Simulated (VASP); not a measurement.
Data:

```
CELL_PARAMETERS angstrom
      0.00000     2.46467     2.46467
      2.46467     0.00000     2.46467
      2.46467     2.46467     0.00000
ATOMIC_POSITIONS crystal
  Y  0.00000 0.00000 0.00000
  N  0.50000 0.50000 0.50000
```

The numbers are results of revPBE GGA, VASP's PBE PAW potentials (set 64) (plane waves; VASP), not measurements. Numerical set-up: 520 eV cut-off, 10×10×10 Γ-centred mesh, tetrahedra with Blöchl corrections, potentials Y_sv N.

Tabulate the total density of states (states/eV per cell) against energy (eV; zero at the valence-band maximum or, without a gap, the Fermi level).

(E (eV), DOS (states/eV)): (-9.91, 0.00); (-9.79, 0.00); (-9.55, 0.00); (-9.43, 0.00); (-9.19, 0.00); (-9.07, 0.00); (-8.83, 0.00); (-8.71, 0.00); (-8.59, 0.00); (-8.35, 0.00); (-8.23, 0.00); (-7.99, 0.00); (-7.87, 0.00); (-7.63, 0.00); (-7.51, 0.00); (-7.39, 0.00); (-7.15, 0.00); (-7.03, 0.00); (-6.79, 0.00); (-6.67, 0.00); (-6.43, 0.00); (-6.31, 0.00); (-6.19, 0.00); (-5.95, 0.00); (-5.83, 0.00); (-5.59, 0.00); (-5.47, 0.00); (-5.23, 0.00); (-5.11, 0.00); (-4.99, 0.00); (-4.75, 0.00); (-4.63, 0.00); (-4.39, 0.00); (-4.27, 0.00); (-4.03, 0.00); (-3.91, 0.05); (-3.79, 0.20); (-3.55, 0.43); (-3.43, 0.55); (-3.19, 1.13); (-3.07, 1.33); (-2.83, 1.40); (-2.71, 1.53); (-2.47, 1.14); (-2.35, 0.99); (-2.23, 0.90); (-1.99, 2.81); (-1.87, 3.82); (-1.63, 5.26); (-1.51, 4.12); (-1.27, 2.43); (-1.15, 2.15); (-1.03, 1.90); (-0.79, 1.37); (-0.67, 1.15); (-0.43, 0.35); (-0.31, 0.22); (-0.07, 0.02); (0.05, 0.00); (0.17, 0.00); (0.41, 0.01); (0.53, 0.03); (0.77, 0.09); (0.89, 0.12); (1.13, 0.18); (1.25, 0.20); (1.37, 0.23); (1.61, 0.28); (1.73, 0.31); (1.97, 0.37); (2.09, 0.40); (2.33, 0.45); (2.45, 0.49); (2.57, 0.52); (2.81, 0.64); (2.93, 0.71); (3.17, 0.83); (3.29, 0.81); (3.53, 0.91); (3.65, 0.93)
Within 2 eV below the valence-band maximum the largest weight inside VASP's projection spheres is N p, then Y d.

The compound is YN in the rock salt structure. It was relaxed first.
